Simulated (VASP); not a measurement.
Here is the system:

```xyz
2
Lattice="0.0000 2.5081 2.5081 2.5081 0.0000 2.5081 2.5081 2.5081 0.0000" Properties=species:S:1:pos:R:3 pbc="T T T"
Li     0.0000     0.0000     0.0000
Cl     2.5081     2.5081     2.5081
```

Method: MS2 meta-GGA, VASP's PBE PAW potentials (set 64) (plane waves; VASP). Numerical set-up: 520 eV cut-off, 9×9×9 Γ-centred mesh, Gaussian smearing of 0.050 eV, potentials Li_sv Cl.

Question: What does the run give for the energy per atom (σ→0), pressure?

Answer: 
| Property | Result |
|---|---|
| energy per atom (σ→0) | -6.660 eV/atom |
| pressure | 1.04 GPa |

Only differences to runs with the same potentials and settings are physical.

The compound is LiCl in the rock salt structure. This cell is one point of a volume scan, at 0.97 of the reference volume.
